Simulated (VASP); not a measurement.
A convergence study with VASP on K2S (antifluorite): a few settings are varied, all else stays as given below, so the limit is that of these other settings. The cell's lengths are 1 % over those of the tabulated start and one atom is moved, so it is off equilibrium.

```xyz
3
Lattice="0.0000 3.7420 3.7420 3.7420 0.0000 3.7420 3.7420 3.7420 0.0000" Properties=species:S:1:pos:R:3 pbc="T T T"
K      1.8710     1.8710     1.8710
K      5.6131     5.6131     5.6131
S      0.0606     0.0000     0.0000
```

Calculation: PBE GGA, VASP's PBE PAW potentials (set 64) (plane waves; VASP). The last row used: 900 eV cut-off, 4×4×4 Γ-centred mesh, Gaussian smearing of 0.050 eV, potentials K_sv S_h.

Gaps are read on the run's mesh, which can miss a band edge. Energies of different potentials or hybrids have different zeros.

| setting | E (eV/atom) | pressure (GPa) | gap on the mesh (eV) | plane waves |
|---|---|---|---|---|
| ENCUT = 300, POTCAR K_sv S | -3.1386 | -0.32 | 2.299 | 1245 |
| ENCUT = 400, POTCAR K_sv S | -3.1389 | -0.09 | 2.298 | 1924 |
| ENCUT = 520, POTCAR K_sv S | -3.1390 | -0.11 | 2.298 | 2840 |
| ENCUT = 700, POTCAR K_sv S | -3.1391 | -0.08 | 2.298 | 4477 |
| ENCUT = 900, POTCAR K_sv S | -3.1391 | -0.08 | 2.298 | 6442 |
| ENCUT = 300, POTCAR K_pv S | -3.1117 | 0.10 | 2.291 | 1245 |
| ENCUT = 400, POTCAR K_pv S | -3.1120 | 0.16 | 2.291 | 1924 |
| ENCUT = 520, POTCAR K_pv S | -3.1120 | 0.15 | 2.291 | 2840 |
| ENCUT = 700, POTCAR K_pv S | -3.1121 | 0.16 | 2.291 | 4477 |
| ENCUT = 900, POTCAR K_pv S | -3.1121 | 0.16 | 2.292 | 6442 |
| ENCUT = 300, POTCAR K_sv S_h | -3.1406 | -0.37 | 2.298 | 1245 |
| ENCUT = 400, POTCAR K_sv S_h | -3.1393 | -0.16 | 2.297 | 1924 |
| ENCUT = 520, POTCAR K_sv S_h | -3.1392 | -0.12 | 2.298 | 2840 |
| ENCUT = 700, POTCAR K_sv S_h | -3.1394 | -0.08 | 2.298 | 4477 |
| ENCUT = 900, POTCAR K_sv S_h | -3.1394 | -0.08 | 2.298 | 6442 |

Left out are rungs that failed or repeat a setting and relaxations that didn't move; long series are thinned to 24 rows.

The compound is K2S in the antifluorite structure. The cell was not relaxed at this level, it is distorted from the ideal structure.
